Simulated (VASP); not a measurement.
Consider the following.

```
BaO
1.0
    0.00000     2.74016     2.74016
    2.74016     0.00000     2.74016
    2.74016     2.74016     0.00000
Ba O
1 1
Direct
  0.00000   0.00000   0.00000
  0.50000   0.50000   0.50000
```

Computed with LDA (Ceperley-Alder, Perdew-Zunger), VASP's LDA PAW potentials (set 64) (plane waves; VASP). Numerical set-up: 520 eV cut-off, 8×8×8 Γ-centred mesh, Gaussian smearing of 0.050 eV, potentials Ba_sv O.

Unless said otherwise, spin-orbit coupling is left out, though it shifts the bands of the heavy elements here.

Task: What does the run give for the energy per atom (σ→0), band gap (on the k-mesh) with the smallest direct gap where there is one?

Result: 
The band gap (on the k-mesh) is 1.70 eV and the smallest direct gap (on the k-mesh) is 1.70 eV. The energy per atom (σ→0) is -6.555 eV/atom.

The compound is BaO in the rock salt structure. It was relaxed first. The start is the result of an earlier pass.
